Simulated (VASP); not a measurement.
An input for Quantum ESPRESSO's pw.x (written as the equivalent of a VASP run, and not itself run):

```
&CONTROL
  calculation = 'scf'
  pseudo_dir = './pseudo'
  outdir = './out'
  tprnfor = .true.
  tstress = .true.
/
&SYSTEM
  ibrav = 0
  nat = 1
  ntyp = 1
  ecutwfc = 82
  occupations = 'tetrahedra'
  input_dft = 'pbe'
  vdw_corr = 'grimme-d3'
  dftd3_version = 3
  dftd3_threebody = .false.
/
&ELECTRONS
  conv_thr = 7.3e-09
  electron_maxstep = 100
/
ATOMIC_SPECIES
  Nb 92.906 Nb.upf
CELL_PARAMETERS angstrom
    -1.6326204    1.6326204    1.6326204
     1.6326204   -1.6326204    1.6326204
     1.6326204    1.6326204   -1.6326204
ATOMIC_POSITIONS crystal
  Nb   0.0000000  0.0000000  0.0000000
K_POINTS automatic
  18 18 18 0 0 0
```

Q: Write the VASP files for the same calculation (PBE-D3 (zero damping)).

A: Several could match; the one computed here: 
POSCAR:
```
Nb
1
   -1.6326204084     1.6326204084     1.6326204084
    1.6326204084    -1.6326204084     1.6326204084
    1.6326204084     1.6326204084    -1.6326204084
Nb
1
Direct
  0.0000000000   0.0000000000   0.0000000000
```

INCAR:
```
! general
SYSTEM  = Nb
PREC    = Accurate
ENCUT   = 520
LREAL   = .False.   ! projection in real space or not
LASPH   = .True.   ! aspherical one-centre terms

! electronic loop
EDIFF   = 1E-7
NELM    = 100   ! most electronic steps
ALGO    = Normal
LMAXMIX = 4   ! l cut-off of mixed one-centre charges

! smearing
ISMEAR  = -5

! functional
GGA     = PE
IVDW    = 11

! ions
ISIF    = 2   ! forces and stress, cell fixed

! output
LWAVE   = .False.
LCHARG  = .True.
LORBIT  = 11   ! lm-projected
NEDOS   = 601   ! DOS grid
```

**KPOINTS**
```
Automatic mesh
0
G
18 18 18
0 0 0
```

POTCAR, in this order: Nb_sv (PBE.64 set). Program: vasp_std.

The two are equivalent in intent, not identical: the potentials are each code's own (VASP's PAW set, PseudoDojo norm-conserving files in pw.x), so ENCUT and ecutwfc are chosen apart and not converted; conv_thr bounds pw.x's estimated SCF error, while EDIFF bounds the energy change between steps.

The compound is Nb in the bcc structure. It was relaxed first.
